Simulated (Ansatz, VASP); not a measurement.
**MoS2: VASP beside Ansatz**

Aim: how closely do two programs agree when they are given the same cell, functional and k mesh? The cell is generated by rule, not measured, and may not be a known phase. The cell is taken from a series of runs on this material, whose earlier steps may have relaxed, scaled, displaced or heated it; both programs get it as it stands.

Main program and level: Ansatz 0.2.0; plane waves, with VASP 6.6.1 beside it; single point at r2SCAN.

**1. The structure**

It takes space group R3m (No. 160, trigonal). Conventional cell: a = 3.170 Å, b = 3.170 Å, c = 18.440 Å, α = 90.00°, β = 90.00°, γ = 120.00°. Nearest to S lie 3 Mo at 2.40 Å. Nearest to Mo lie 6 S at 2.40 Å. Farther neighbours and most contacts between anions are not listed.

As a file:

```xyz
9
Lattice="3.1700 0.0000 0.0000 -1.5850 2.7453 0.0000 0.0000 0.0000 18.4404" Properties=species:S:1:pos:R:3 pbc="T T T"
S     0.0000    1.8302    0.0106
S     0.0000    1.8302    3.1165
S     0.0000    0.0000    6.1574
S     0.0000    0.0000    9.2633
S     1.5850    0.9151   12.3042
S     1.5850    0.9151   15.4101
Mo    0.0000    0.0000    1.5631
Mo    1.5850    0.9151    7.7099
Mo    0.0000    1.8302   13.8567
```

**2. VASP: single point, r2SCAN**

A single point gives forces, pressure and levels at one fixed geometry, so differences don't come from the geometry; what else differs is listed under the comparison.

Lines of VASP's logs that name or quote its potential files are left out, and so is its time.

Contents of INCAR:

```
SYSTEM = MoS2
PREC = Accurate
ENCUT = 440
EDIFF = 1E-06
NELM = 120
ISMEAR = 0
SIGMA = 0.01
LREAL = .FALSE.
ALGO = Normal
METAGGA = R2SCAN
LASPH = .TRUE.
NBANDS = 48
LORBIT = 11
LWAVE = .FALSE.
LCHARG = .FALSE.
ISIF = 2
GGA_COMPAT = .FALSE.
EFERMI = MIDGAP
LMIXTAU = .TRUE.
KPAR = 2
```

Contents of POSCAR:

```
MoS2
1.0
    3.1700000000      0.0000000000      0.0000000000
   -1.5850000000      2.7453005300      0.0000000000
    0.0000000000      0.0000000000     18.4403535745
S Mo
6 3
Direct
    0.3333333333      0.6666666667      0.0005766191
    0.3333333333      0.6666666667      0.1690043331
    0.0000000000      0.0000000000      0.3339099525
    0.0000000000      0.0000000000      0.5023376664
    0.6666666667      0.3333333333      0.6672432858
    0.6666666667      0.3333333333      0.8356709997
    0.0000000000      0.0000000000      0.0847668739
    0.6666666667      0.3333333333      0.4181002072
    0.3333333333      0.6666666667      0.7514335406
```

Contents of KPOINTS:

```
Automatic mesh
0
Gamma
12 12 2
0 0 0
```

PAW data sets: S and Mo_sv (PBE family, release 64).

Run with:

```bash
mpirun -np 2 vasp_std
```

Numbers of over 12 decimals in the logs are rounded to 6 here.

The program printed:

```text
[banner, memory and clock lines left out]
running    2 mpi-ranks, on    1 nodes
 distrk:  each k-point on    1 cores,    2 groups
 distr:  one band on    1 cores,    1 groups

 POSCAR found type information on POSCAR S Mo
 POSCAR found :  2 types and       9 ions
|                                                                             |
|               ----> ADVICE to this user running VASP <----                  |
|                                                                             |
|     You enforced a specific xc type in the INCAR file but a different       |
|     [... a line on the potential file left out ...]
|     I HOPE YOU KNOW WHAT YOU ARE DOING!                                     |
|                                                                             |

 LDA part: xc-table for (None), standard interpolation
 POSCAR, INCAR and KPOINTS ok, starting setup
 FFT: planning ... GRIDC
 FFT: planning ... GRID_SOFT
 FFT: planning ... GRID
 WAVECAR not read
 entering main loop
       N       E                     dE             d eps       ncg     rms          rms(c)
DAV:   1     0.577509000825E+03    0.57751E+03   -0.41232E+04  3992   0.139E+03
DAV:   2    -0.123922106999E+03   -0.70143E+03   -0.67724E+03  4392   0.385E+02
DAV:   3    -0.163013111706E+03   -0.39091E+02   -0.38496E+02  4528   0.816E+01
DAV:   4    -0.163972672536E+03   -0.95956E+00   -0.95357E+00  4536   0.126E+01
DAV:   5    -0.163996240400E+03   -0.23568E-01   -0.23541E-01  4560   0.190E+00    0.473E+01
DAV:   6    -0.149553692796E+03    0.14443E+02   -0.29587E+01  4056   0.306E+01    0.166E+01
DAV:   7    -0.143947365557E+03    0.56063E+01   -0.87047E+00  4048   0.136E+01    0.842E+00
DAV:   8    -0.143381903135E+03    0.56546E+00   -0.26879E+00  4312   0.843E+00    0.485E+00
DAV:   9    -0.142045998512E+03    0.13359E+01   -0.17357E-01  4272   0.220E+00    0.194E+00
DAV:  10    -0.140306515677E+03    0.17395E+01   -0.19718E-01  4520   0.270E+00    0.534E-01
DAV:  11    -0.139723838006E+03    0.58268E+00   -0.16920E-02  4240   0.830E-01    0.557E-01
DAV:  12    -0.138239352977E+03    0.14845E+01   -0.86758E-02  3760   0.208E+00    0.410E-01
DAV:  13    -0.137409206134E+03    0.83015E+00   -0.34174E-02  3832   0.107E+00    0.165E-01
DAV:  14    -0.136987693723E+03    0.42151E+00   -0.93462E-03  4128   0.584E-01    0.160E-01
[...]
DAV:  43    -0.135063032389E+03   -0.11006E-04   -0.99190E-05  4288   0.416E-02    0.219E-02
DAV:  44    -0.135063023547E+03    0.88419E-05   -0.15772E-05  4144   0.170E-02    0.307E-02
DAV:  45    -0.135063035121E+03   -0.11575E-04   -0.81361E-06  3656   0.151E-02    0.228E-02
DAV:  46    -0.135063027930E+03    0.71913E-05   -0.13333E-05  3544   0.190E-02    0.166E-02
DAV:  47    -0.135063032309E+03   -0.43787E-05   -0.48423E-06  3824   0.110E-02    0.900E-03
DAV:  48    -0.135063030226E+03    0.20832E-05   -0.87957E-07  2144   0.592E-03    0.794E-03
DAV:  49    -0.135063031323E+03   -0.10970E-05   -0.10648E-06  2072   0.443E-03    0.673E-03
DAV:  50    -0.135063032075E+03   -0.75213E-06   -0.50943E-07  2088   0.308E-03
   1 F= -.13506303E+03 E0= -.13506303E+03  d E =0.000000E+00
```

Parts of OUTCAR (step 2):

```text
ion  position               nearest neighbor table
   1  0.333  0.667  0.001-   7 2.40   7 2.40   7 2.40
   2  0.333  0.667  0.169-   7 2.40   7 2.40   7 2.40
   3  0.000  0.000  0.334-   8 2.40   8 2.40   8 2.40
   4  0.000  0.000  0.502-   8 2.40   8 2.40   8 2.40
   5  0.667  0.333  0.667-   9 2.40   9 2.40   9 2.40
   6  0.667  0.333  0.836-   9 2.40   9 2.40   9 2.40
   7  0.000  0.000  0.085-   1 2.40   1 2.40   1 2.40   2 2.40   2 2.40   2 2.40
   8  0.667  0.333  0.418-   3 2.40   3 2.40   3 2.40   4 2.40   4 2.40   4 2.40
   9  0.333  0.667  0.751-   5 2.40   5 2.40   5 2.40   6 2.40   6 2.40   6 2.40

  LATTYP: Found a hexagonal cell.
 ALAT       =     3.1700000000
 C/A-ratio  =     5.8171462380

 Subroutine GETGRP returns: Found  6 space group operations
 (whereof  6 operations were pure point group operations)

The static configuration has the point symmetry C_3v.

 Found     38 irreducible k-points:

   k-points           NKPTS =     38   k-points in BZ     NKDIM =     38   number of bands    NBANDS=     48

   dimension x,y,z NGX =    24 NGY =   24 NGZ =  126
   dimension x,y,z NGXF=    48 NGYF=   48 NGZF=  252

   ENCUT  =  440.0 eV  32.34 Ry    5.69 a.u.   5.42  5.42 31.54*2*pi/ulx,y,z

   NELECT =      78.0000    total number of electrons

 k-points in reciprocal lattice and weights: Automatic mesh
   0.00000000  0.00000000  0.00000000       0.003
   0.08333333 -0.00000000  0.00000000       0.021
   0.16666667 -0.00000000  0.00000000       0.021
   0.25000000 -0.00000000  0.00000000       0.021
   0.33333333 -0.00000000  0.00000000       0.021
   0.41666667 -0.00000000  0.00000000       0.021
   0.50000000 -0.00000000  0.00000000       0.010
   0.08333333  0.08333333  0.00000000       0.021
   0.16666667  0.08333333  0.00000000       0.042
[...]
0.33333333  0.25000000  0.50000000       0.042
   0.33333333  0.33333333  0.50000000       0.007

 average (electrostatic) potential at core
       1 -87.4673       2 -87.4714       3 -87.4673       4 -87.4714       5 -87.4673
       6 -87.4714       7 -80.0318       8 -80.0318       9 -80.0318

 E-fermi :   7.9846

 k-point     1 :       0.0000    0.0000    0.0000
  band No.  band energies     occupation
    ...
     35       5.0683      2.00000
     36       6.1259      2.00000
     37       6.2720      2.00000
     38       7.3380      2.00000
     39       7.3380      2.00000
     40       9.6165      0.00000
     41       9.6165      0.00000
     42       9.6828      0.00000
     43       9.6828      0.00000
     44       9.6828      0.00000
    ...

 k-point     2 :       0.0833   -0.0000    0.0000
  band No.  band energies     occupation
    ...
     35       5.2545      2.00000
     36       6.2555      2.00000
     37       6.2890      2.00000
     38       7.1627      2.00000
     39       7.1677      2.00000
     40       9.5542      0.00000
     41       9.5673      0.00000
     42       9.5877      0.00000
     43       9.6735      0.00000
     44       9.7087      0.00000
    ...

 k-point     3 :       0.1667   -0.0000    0.0000
  band No.  band energies     occupation
    ...
     35       5.3497      2.00000
     36       6.1418      2.00000
     37       6.2206      2.00000
     38       6.6310      2.00000
     39       6.6656      2.00000
     40       9.0431      0.00000
     41       9.3321      0.00000
     42       9.4026      0.00000
     43       9.4098      0.00000
     44       9.5427      0.00000
    ...

  Total        1.9302201      1.9302201      1.7840377     -0.0000000      0.0000000     -0.0000000
  in kB       19.2707673     19.2707673     17.8113246     -0.0000000      0.0000000     -0.0000000
  external PRESSURE =      18.7842864 kB  Pullay stress =       0.0000000 kB

  energy-cutoff  :      440.00
  volume of cell :      160.48
      direct lattice vectors                 reciprocal lattice vectors
     3.170000000  0.000000000  0.000000000     0.315457413  0.182129422  0.000000000
    -1.585000000  2.745300530  0.000000000     0.000000000  0.364258845  0.000000000
     0.000000000  0.000000000 18.440353575     0.000000000  0.000000000  0.054228895

 POSITION                                       TOTAL-FORCE (eV/Angst)
 -----------------------------------------------------------------------------------
     -0.00000      1.83020      0.01063         0.000000      0.000000      0.005828
     -0.00000      1.83020      3.11650         0.000000     -0.000000     -0.004762
      0.00000      0.00000      6.15742         0.000000      0.000000      0.005828
      0.00000      0.00000      9.26328         0.000000      0.000000     -0.004762
      1.58500      0.91510     12.30420         0.000000      0.000000      0.005828
      1.58500      0.91510     15.41007         0.000000     -0.000000     -0.004762
      0.00000      0.00000      1.56313        -0.000000      0.000000     -0.001066
      1.58500      0.91510      7.70992        -0.000000      0.000000     -0.001066
     -0.00000      1.83020     13.85670        -0.000000     -0.000000     -0.001066
 -----------------------------------------------------------------------------------
    total drift:                               -0.000000     -0.000000      0.001496

  FREE ENERGIE OF THE ION-ELECTRON SYSTEM (eV)
  ---------------------------------------------------
  free  energy   TOTEN  =      -135.0630320748 eV

  energy  without entropy=     -135.0630320748  energy(sigma->0) =     -135.06303207

 total charge
# of ion       s       p       d       tot
------------------------------------------
    1        1.356   2.369   0.000   3.726
    2        1.356   2.369   0.000   3.725
    3        1.356   2.369   0.000   3.726
    4        1.356   2.369   0.000   3.725
    5        1.356   2.369   0.000   3.726
    6        1.356   2.369   0.000   3.725
    7        2.286   6.224   3.920  12.430
    8        2.286   6.224   3.920  12.430
    9        2.286   6.224   3.920  12.430
--------------------------------------------------
tot         14.995  32.888  11.761  59.644

[... 3 further parts left out ...]
```

This run has no spin polarisation, so a moment on Mo, if there is one, isn't seen.

**3. Ansatz: single point, r2SCAN**

Ansatz runs on its default PAW (the set named soft_2) files.

The same cell, functional and mesh now go to Ansatz, which takes its cutoff from its data sets.

Contents of input.yaml:

```yaml
crystal:
  lattice:
    - [3.17, 0.0, 0.0]
    - [-1.585, 2.74530053, 0.0]
    - [0.0, 0.0, 18.4403535745]
  atoms:
    - { symbol: S, position: [0.3333333333, 0.6666666667, 0.0005766191] }
    - { symbol: Mo, position: [0.0, 0.0, 0.0847668739] }
    - { symbol: S, position: [0.3333333333, 0.6666666667, 0.1690043331] }
    - { symbol: S, position: [0.0, 0.0, 0.3339099525] }
    - { symbol: Mo, position: [0.6666666667, 0.3333333333, 0.4181002072] }
    - { symbol: S, position: [0.0, 0.0, 0.5023376664] }
    - { symbol: S, position: [0.6666666667, 0.3333333333, 0.6672432858] }
    - { symbol: Mo, position: [0.3333333333, 0.6666666667, 0.7514335406] }
    - { symbol: S, position: [0.6666666667, 0.3333333333, 0.8356709997] }
kpoints:
  mp_grid: { grid: [12, 12, 2] }
  band_path: { path: [VBM, CBM], npoints: 24 }
scf:
  occupations: { method: fixed }
  max_iter: 120
hamiltonian:
  xc: r2scan
output:
  eigenvalues: true
checkpoint:
  write: MoS2.run
  compress: false
  write_wavefunctions: false
```

Run with:

```bash
ansatz run input.yaml --threads 4 --pin off --max-ram 10240MiB --backend cpu --events-out ev --progress --plain --runs-dir out
```

The program printed:

```text
Engine: ansatz 0.2.0, x86_64-unknown-linux-gnu
Pseudopotentials: kind: paw
Pseudopotential: S, paw, valence charge 6, recommended cutoff 500 eV (meta_gga), S.paw.azcp
Pseudopotential: Mo, paw, valence charge 14, recommended cutoff 500 eV (meta_gga), Mo.paw.azcp
Functional definition: r2SCAN
  parameter k0 = 0.174
  parameter k1 = 0.065
  parameter a1 = 4.9479
  exchange = r2scan_x(k0 = k0, k1 = k1, a1 = a1)
  correlation = r2scan_c
Crystal: 9 atoms, lattice volume = 160.479 Å³
Basis set: ecut = 500 eV, 4045 PW (Γ), exchange–correlation on 96×96×540 points (64 copies of the dense FFT grid, shifted against one another)
Bands: 48, of which v1, the nominal top of the filled ones, is band 39 counted from 1 (38 counted from 0)
Symmetry: 18 space group operations
Space group: R3m (ITA 160), of the structure as read, at distance tolerance 5.4e-5 Å
k-points: 38 of 288 (time reversal used)
Non-local potential: S, projectors of the file, l = 0: 2, l = 1: 2, l = 2: 2
Non-local potential: Mo, projectors of the file, l = 0: 3, l = 1: 2, l = 2: 2, l = 3: 1
PAW form: soft (Blöchl's): semilocal exchange-correlation on the pseudo side does not see the compensation charge
PAW frozen core: S, regenerated for the run's functional (the file was generated under x = pbe(κ = 0.804, μ = 0.219515), c = pbe(β = 0.066725))
PAW frozen core: Mo, regenerated for the run's functional (the file was generated under x = pbe(κ = 0.804, μ = 0.219515), c = pbe(β = 0.066725))
PAW one-centre angular grid: S, 302 points (default); XC on 160 Gauss nodes
PAW one-centre angular grid: Mo, 590 points (default); XC on 160 Gauss nodes
Initial density: superposition of atomic densities (neutral atoms: chi_scale 0, normalization atom), corrected by the library's trained network
Initial wavefunctions: pseudopotential atomic-orbital guess
Functional: x = r2scan, c = r2scan; τ floored in thin density (d = 2e-4 eV/Å³)
SCF iter   1: F=—  HF=-20346.294066 eV  |F-HF|=—  |Δ(HF+E_count)|=         —  Δρ=1.04e-2  dr2=2.28e-1  dr2_τ=1.55e-1  ethr=1.77e-3  ⟨swp⟩=5.7  Hψ=6888  notcnv=0  defer=189
preconditioner: auto → Resta (q_TF=auto, 2.419 Å⁻¹)  ε∞=7.7  [insulator: Δε(μ)=1.004 eV  Ē_g=8.293 eV  n_scr=44 (ndim 8)  ℏωp=21.5 eV  f_vac=0.015  ε∞_Penn≈7.7]
SCF iter   2: F=—  HF=-20346.413953 eV  |F-HF|=—  |Δ(HF+E_count)|=   1.20e-1  Δρ=5.17e-3  dr2=1.74e-2  dr2_τ=7.69e-3  ethr=2.93e-4  ⟨swp⟩=2.8  Hψ=3239  notcnv=0  defer=237
SCF iter   3: F=—  HF=-20346.421185 eV  |F-HF|=—  |Δ(HF+E_count)|=   7.23e-3  Δρ=2.95e-3  dr2=7.27e-3  dr2_τ=4.76e-4  ethr=2.23e-5  ⟨swp⟩=2.1  Hψ=2516  notcnv=0  defer=254
SCF iter   4: F=—  HF=-20346.425630 eV  |F-HF|=—  |Δ(HF+E_count)|=   4.45e-3  Δρ=2.82e-4  dr2=1.49e-4  dr2_τ=1.43e-5  ethr=9.32e-6  ⟨swp⟩=3.7  Hψ=3204  notcnv=0  defer=255
SCF iter   5: F=—  HF=-20346.425669 eV  |F-HF|=—  |Δ(HF+E_count)|=   3.80e-5  Δρ=8.84e-5  dr2=3.14e-5  dr2_τ=1.64e-6  ethr=1.91e-7  ⟨swp⟩=2.7  Hψ=3019  notcnv=0  defer=247
SCF iter   6: F=—  HF=-20346.425803 eV  |F-HF|=—  |Δ(HF+E_count)|=   1.35e-4  Δρ=1.84e-5  dr2=8.56e-7  dr2_τ=4.73e-8  ethr=4.03e-8  ⟨swp⟩=2.0  Hψ=2464  notcnv=0  defer=110
SCF iter   7: F=-20346.425804 eV  HF=-20346.425804 eV  |F-HF|=2.15e-10  |Δ(HF+E_count)|=   3.01e-7  Δρ=4.49e-6  dr2=4.17e-8  dr2_τ=2.93e-9  ethr=1.28e-10  ⟨swp⟩=9.4  Hψ=7085  notcnv=0
SCF 1 converged in 7 iterations: F = -20346.425804 eV  dr2 = 4.17e-8
  greatest PAW one-centre occupation: 0.996 electrons in one spin orbital (limit 2), on the Mo atom at site 7 (counted from 0), in its partial waves of l = 0
NSCF: frozen V_eff on 34 k-points
NSCF: frozen V_eff on 34 k-points
[...]
SCF converged after 7 iterations
Free energy (F): -20346.425804 eV
Harris-Foulkes:  -20346.425804 eV  (|F-HF|=2.15e-10)
Internal energy: -20346.425804 eV  (E = F + TS)
E sigma→0 (E₀):  -20346.425804 eV
Fermi energy:    10.885355 eV
--- Per-component energies (eV) ---
  E_band       = -525.583289
  E_kinetic    = 1965.911286
  E_local      = -5893.323967  (includes V_loc(G=0)·N_el)
  E_nonlocal   = 595.554918
  E_hartree    = 2265.276549
  E_xc         = -1088.578994
  E_vxc        = -1338.907277  (∫ρ·V_xc dr)
  E_paw        = -13307.601266  (= ΣΔE_a)
  E_vpaw       = -462.558560  (= ΣTr[D̂ρ^β])
  E_aug_tail   = 0.000024  (compensation charges beyond the density's cutoff)
  E_vtau       = 77.188747  (kinetic-family band-sum trace: ∫τ·v_τ [+ j·A + Jᵃ·Aᵃ] dr)
  E_ewald      = -4882.342142
  E_core_change = -1.322212  (= ΣΔE_core)
  E_smearing   = -0.000000  (= −TS)
  E_closure    = -0.000000  (closes the sum)
  Σ components = -20346.425804   (vs F -20346.425804, Δ=0.00e0)
--- Band table (eV; the first three rows and the last of 38) ---
  k-point 0: bands = [... 35 lower, 9.5451, 9.6803, 10.7543, 10.7543, 13.0260, 13.0260, 13.0922, 13.0922, ... 5 higher]
  k-point 1: bands = [... 35 lower, 8.6567, 10.3385, 10.3385, 10.8854, 13.0452, 13.0452, 13.0452, 13.0452, ... 5 higher]
  k-point 2: bands = [... 35 lower, 9.6684, 9.7049, 10.5795, 10.5845, 12.9608, 12.9750, 12.9958, 13.0826, ... 5 higher]
  k-point 37: bands = [... 35 lower, 7.8437, 10.0915, 10.0915, 10.0915, 11.8970, 11.8970, 11.8970, 13.2953, ... 5 higher]
```

The column dr2 measures how far the density is from self-consistency, as an energy; F and HF (Harris–Foulkes) agree once it is small.

**4. Differences**

Known differences besides the potentials themselves: VASP keeps PBE cores, Ansatz makes them for the functional; fixed occupations in Ansatz, narrow Gaussian smearing in VASP; the cutoff is 500 eV in Ansatz and 440 eV in VASP. Total energies have different zeros and are not compared.

The two programs side by side:

| quantity | Ansatz | VASP | difference |
| --- | --- | --- | --- |
| gap on the k mesh (eV) | 1.012 | 1.032 | -0.020 |

A gap on the mesh is an upper bound, since the band edges may lie between its points.

**5. Outcome**

- difference in gap on the k mesh (single point, r2SCAN): -0.020 eV

What this shows: The difference in gap on the k mesh is -0.020 eV (single point, r2SCAN), within the 0.08 eV picked in this series as the mark of a large difference. Such differences can come from data sets, numerical settings and the points named under the comparisons, not from the functional's error against experiment.

[Lines on the potential files, build, host, timing and source positions are cut from VASP's logs without a mark.]

[Logs are printed without paths, hosts, clocks, repeated set-up lines and the standing remarks that a program may print on its own settings, such as how far it seeks lower states.]

[Hosts, paths, dates, database ids (printed as entryN), source tags and the programs' standing remarks are cut or masked in the printed files.]
